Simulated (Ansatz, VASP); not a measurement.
# Ga13P9O42 (amorphous 59Ga2O3-41P2O5 (mol %)): VASP beside Ansatz, part 2 of 2

Wanted: the spread between two codes on one cell, functional and k mesh. The cell is taken from a series of runs on this material, whose earlier steps may have relaxed, scaled, displaced or heated it; both programs get it as it stands.

VASP 6.6.1 and Ansatz 0.2.0.

So far. Step 2 (VASP: single point, PBE, pair 1): The run ends at a pressure of -1.48 GPa, with forces up to 3.3 eV/Å.

## Step 5: VASP: single point, PBE, pair 2

Level of this step: PBE; plane waves and PAW (Ga_d, P, O) (VASP).

A single point gives forces, pressure and levels at one fixed geometry, so differences don't come from the geometry; what else differs is listed under the comparison. This pair takes another cell of the material, with 128 atoms against 64 for the pair before.

INCAR

```
SYSTEM = Ga13P9O42
PREC = Accurate
ENCUT = 520
EDIFF = 1E-06
NELM = 120
ISMEAR = -1
SIGMA = 0.05
LREAL = Auto
ALGO = Normal
GGA = PE
NBANDS = 560
LORBIT = 11
LWAVE = .FALSE.
LCHARG = .FALSE.
ISIF = 2
LASPH = .TRUE.
GGA_COMPAT = .FALSE.
EFERMI = MIDGAP
NCORE = 4
```

POSCAR

```
Ga13P9O42
1.0
   11.4802800000      0.0000000000      0.0000000000
    0.0000000000     11.4802800000      0.0000000000
    0.0000000000      0.0000000000     11.4802800000
Ga P O
26 18 84
Direct
    0.8865400000      0.0622100000      0.6988200000
    0.0872800000      0.1060700000      0.2212200000
    0.5282700000      0.5648500000      0.1675900000
    0.3239500000      0.9892900000      0.9141900000
    0.8144700000      0.0673800000      0.4047500000
    0.2627500000      0.6106800000      0.0979200000
    0.5387800000      0.1205700000      0.9727000000
    0.0999200000      0.7368300000      0.6575700000
    0.9958500000      0.6411800000      0.9564400000
    0.0979400000      0.4126900000      0.9474000000
    0.0849700000      0.3235100000      0.4344500000
    0.3696500000      0.1271200000      0.6501100000
    0.9165900000      0.9143800000      0.2114300000
    0.6831200000      0.8609400000      0.3122800000
    0.5975700000      0.0088500000      0.5755100000
    0.4206600000      0.4219800000      0.3430900000
    0.9623400000      0.8989900000      0.8959100000
    0.7913000000      0.0910200000      0.0635900000
    0.6983400000      0.6077000000      0.8754300000
    0.6903800000      0.3222800000      0.2315600000
    0.6071000000      0.0756600000      0.2625500000
    0.8940600000      0.5105700000      0.3625300000
    0.3392100000      0.2588300000      0.8887700000
    0.3697200000      0.3315000000      0.1204900000
    0.4749700000      0.5681600000      0.6492700000
    0.1892900000      0.8429700000      0.3369000000
    0.6859700000      0.9034800000      0.8346600000
    0.9254500000      0.7865500000      0.4524400000
    0.5749000000      0.3022000000      0.5737900000
    0.1813500000      0.5787400000      0.3919300000
[... 92 atom lines left out ...]
    0.7091700000      0.1959300000      0.3430600000
    0.8169200000      0.6271400000      0.7510600000
    0.5537500000      0.9045600000      0.2048100000
    0.3839700000      0.8726300000      0.8110300000
    0.8620900000      0.3772600000      0.2583000000
    0.4155500000      0.9524100000      0.6143200000
```

KPOINTS

```
Automatic mesh
0
Gamma
1 1 1
0 0 0
```

PAW data sets: Ga_d, P and O (PBE family, release 64).

Launch:

```sh
> mpirun -np 16 vasp_gam
```

Numbers of over 12 decimals in the logs are rounded to 6 here.

Log:

```text
[banner, memory and clock lines left out]
running   16 mpi-ranks, on    1 nodes
[...]
LDA part: xc-table for (Slater+PW92), standard interpolation
 POSCAR, INCAR and KPOINTS ok, starting setup
[...]
entering main loop
       N       E                     dE             d eps       ncg     rms          rms(c)
DAV:   1     0.267266741072E+05    0.26727E+05   -0.34543E+05  1152   0.284E+03
DAV:   2     0.614444409143E+04   -0.20582E+05   -0.19534E+05  1120   0.880E+02
DAV:   3    -0.142744215326E+03   -0.62872E+04   -0.59058E+04  1544   0.367E+02
DAV:   4    -0.914898344029E+03   -0.77215E+03   -0.75959E+03  1552   0.139E+02
[...]
DAV:  19    -0.824557941421E+03   -0.25990E-07   -0.20829E-05  1232   0.236E-02    0.445E-03
DAV:  20    -0.824557942202E+03   -0.78174E-06   -0.18649E-05  1360   0.126E-02    0.263E-03
DAV:  21    -0.824557942313E+03   -0.11081E-06   -0.34082E-06   848   0.726E-03
   1 F= -.82455794E+03 E0= -.82455791E+03  d E =-.639739E-04
```

Parts of OUTCAR (step 5):

```text
  Total       11.3984870     -0.5187072    -17.0948632     -0.8012349      6.3367079      6.5773081
  in kB       12.0698076     -0.5492567    -18.1016753     -0.8484241      6.7099121      6.9646826
[...]
9.18376      2.42395     10.66484         1.835974     -1.111529     -0.411848
      6.13564      4.27606      2.42199        -0.373499      0.955172      0.424847
      8.16271      3.58736      6.58853         1.521045      0.116042     -0.740833
      6.00993      6.66602      9.26803         1.788296      0.890153     -2.287571
     10.18485      2.27344      1.76039        -0.187222     -0.650478      0.168562
      0.83932      5.72200      4.42932        -2.416327     -2.620166      0.034601
      3.99927      9.93928      3.09394        -1.437872      0.398868      1.421816
      7.19791     10.61846      8.24938        -0.737621      0.045669     -1.282326
      0.12433      0.63096      9.71278        -1.476953     -1.495529     -1.600821
      4.92010      1.21966      9.49132        -0.884669      0.366013      0.300018
      0.12812      9.23577      4.02280         1.976648      0.893363     -1.976545
      2.78236      1.13884      3.10897        -1.176998     -0.880613     -0.798247
      2.25863      7.44818      3.21069         0.008186      1.293251     -1.919588
[...]
-----------------------------------------------------------------------------------
    total drift:                                0.057605      0.031296      0.018427

  FREE ENERGIE OF THE ION-ELECTRON SYSTEM (eV)
  ---------------------------------------------------
  free  energy   TOTEN  =      -824.5579423133 eV

  energy  without entropy=     -824.5578783394  energy(sigma->0) =     -824.55791033

[... 2 further parts left out ...]
[key lines of the parts left out:]
E-fermi :   3.8769
```

The run ends at a pressure of -0.22 GPa, with forces up to 4.6 eV/Å.

## Step 6: Ansatz: single point, PBE, pair 2

The same cell, functional, mesh and smearing now go to Ansatz, which takes its cutoff from its data sets.

The cell is taken from a series of runs on this material, whose earlier steps may have relaxed, scaled, displaced or heated it; both programs get it as it stands.

input.yaml

```yaml
crystal:
  lattice:
    - [11.48028, 0.0, 0.0]
    - [0.0, 11.48028, 0.0]
    - [0.0, 0.0, 11.48028]
  atoms:
    - { symbol: Ga, position: [0.88654, 0.06221, 0.69882] }
    - { symbol: Ga, position: [0.08728, 0.10607, 0.22122] }
    - { symbol: Ga, position: [0.52827, 0.56485, 0.16759] }
    - { symbol: Ga, position: [0.32395, 0.98929, 0.91419] }
    - { symbol: Ga, position: [0.81447, 0.06738, 0.40475] }
    - { symbol: Ga, position: [0.26275, 0.61068, 0.09792] }
    - { symbol: Ga, position: [0.53878, 0.12057, 0.9727] }
    - { symbol: Ga, position: [0.09992, 0.73683, 0.65757] }
    - { symbol: Ga, position: [0.99585, 0.64118, 0.95644] }
    - { symbol: Ga, position: [0.09794, 0.41269, 0.9474] }
    - { symbol: Ga, position: [0.08497, 0.32351, 0.43445] }
    - { symbol: Ga, position: [0.36965, 0.12712, 0.65011] }
    - { symbol: Ga, position: [0.91659, 0.91438, 0.21143] }
    - { symbol: Ga, position: [0.68312, 0.86094, 0.31228] }
    - { symbol: Ga, position: [0.59757, 0.00885, 0.57551] }
    - { symbol: Ga, position: [0.42066, 0.42198, 0.34309] }
    - { symbol: Ga, position: [0.96234, 0.89899, 0.89591] }
    - { symbol: Ga, position: [0.7913, 0.09102, 0.06359] }
    - { symbol: Ga, position: [0.69834, 0.6077, 0.87543] }
    - { symbol: Ga, position: [0.69038, 0.32228, 0.23156] }
    - { symbol: Ga, position: [0.6071, 0.07566, 0.26255] }
    - { symbol: Ga, position: [0.89406, 0.51057, 0.36253] }
    - { symbol: Ga, position: [0.33921, 0.25883, 0.88877] }
    - { symbol: Ga, position: [0.36972, 0.3315, 0.12049] }
    - { symbol: Ga, position: [0.47497, 0.56816, 0.64927] }
    - { symbol: Ga, position: [0.18929, 0.84297, 0.3369] }
    - { symbol: P, position: [0.68597, 0.90348, 0.83466] }
    - { symbol: P, position: [0.92545, 0.78655, 0.45244] }
    - { symbol: P, position: [0.5749, 0.3022, 0.57379] }
    - { symbol: P, position: [0.18135, 0.57874, 0.39193] }
[... 92 atom lines left out ...]
    - { symbol: O, position: [0.70917, 0.19593, 0.34306] }
    - { symbol: O, position: [0.81692, 0.62714, 0.75106] }
    - { symbol: O, position: [0.55375, 0.90456, 0.20481] }
    - { symbol: O, position: [0.38397, 0.87263, 0.81103] }
    - { symbol: O, position: [0.86209, 0.37726, 0.2583] }
    - { symbol: O, position: [0.41555, 0.95241, 0.61432] }
kpoints:
  mp_grid: { grid: [1, 1, 1] }
hamiltonian:
  xc: pbe
scf:
  occupations: { method: fermi_dirac, width: 0.05 }
output:
  forces: true
  eigenvalues: true
```

Launch:

```sh
> ansatz run input.yaml --threads 16 --pin off --max-ram 31232MiB --backend cpu --events-out ev --progress --plain --runs-dir out
```

Log:

```text
[...]
Crystal: 128 atoms, lattice volume = 1513.064 Å³
Basis set: ecut = 420 eV, 29423 PW (Γ), exchange–correlation on 160×160×160 points (8 copies of the dense FFT grid, shifted against one another)
Bands: 594, of which v1, the nominal top of the filled ones, is band 466 counted from 1 (465 counted from 0)
Symmetry: 1 space group operations
[...]
k-points: 1
[...]
atom  68  O     -0.14994557    -0.45645821     0.99052864
[...]
atom 125  O      1.68901891     1.12735256     0.81496875
  atom 126  O      0.16476631     0.30477127     1.73632178
  atom 127  O     -1.67668914     1.62510259     2.07056798
  atom 128  O      0.99650792     1.99478308    -1.43504922
  max |Σ_I F_I| component: 6.88e-5 eV/Å
--- Band table (eV) ---
  k-point 0: bands = [... 462 lower, 5.5781, 5.6120, 5.9329, 6.2167, 7.2867, 8.2539, 8.3669, 8.5147, ... 70 higher]
[key lines of the parts left out:]
SCF converged after 10 iterations
Free energy (F): -159651.030522 eV
Fermi energy:    6.751799 eV
```

## Step 7: Comparison

The two programs side by side:

```tsv
quantity	Ansatz	VASP	difference
gap on the k mesh (eV)	1.070	1.049	+0.021
```

Forces on 9 of the 128 atoms, those with the largest forces and the largest differences (eV/Å; atoms numbered as in POSCAR):

```tsv
atom	Ansatz x, y, z	VASP x, y, z
P29	-3.054, 3.614, -0.101	-2.957, 3.579, -0.113
P35	-2.655, -1.390, 1.850	-2.628, -1.391, 1.827
P43	-0.224, 2.320, 2.993	-0.230, 2.332, 2.951
O63	1.051, -1.470, 0.372	0.920, -1.357, 0.353
O76	1.872, 0.948, -2.415	1.788, 0.890, -2.288
O78	-2.526, -2.711, 0.028	-2.416, -2.620, 0.035
O104	2.995, 0.854, -0.910	2.864, 0.828, -0.882
O110	0.807, 0.724, 1.675	0.743, 0.708, 1.520
O117	1.688, -2.589, 1.101	1.631, -2.485, 1.066
```

The forces differ by 56 meV/Å r.m.s., which is 5.3 % of the r.m.s. force of 1.056 eV/Å (both taken over all components). A gap on the mesh is an upper bound, since the band edges may lie between its points.

## Step 8: What came out

- r.m.s. force difference (single point, PBE, pair 1): 5.5 % of the r.m.s. force
- r.m.s. force difference (single point, PBE, pair 2): 5.3 % of the r.m.s. force

In words: The r.m.s. force difference is 5.5 % of the r.m.s. force (single point, PBE, pair 1), beyond the 3 % picked in this series as the mark of a large difference. What causes the difference of the single point, PBE, pair 1 pair stays open here. What causes the difference of the single point, PBE, pair 2 pair stays open here. How closely two codes agree says nothing of how well the functional describes the real material.

[Lines on the potential files, build, host, timing and source positions are cut from VASP's logs without a mark.]

[Logs are printed without paths, hosts, clocks, repeated set-up lines and the standing remarks that a program may print on its own settings, such as how far it seeks lower states.]

[Hosts, paths, dates, database ids (printed as entryN), source tags and the programs' standing remarks are cut or masked in the printed files.]
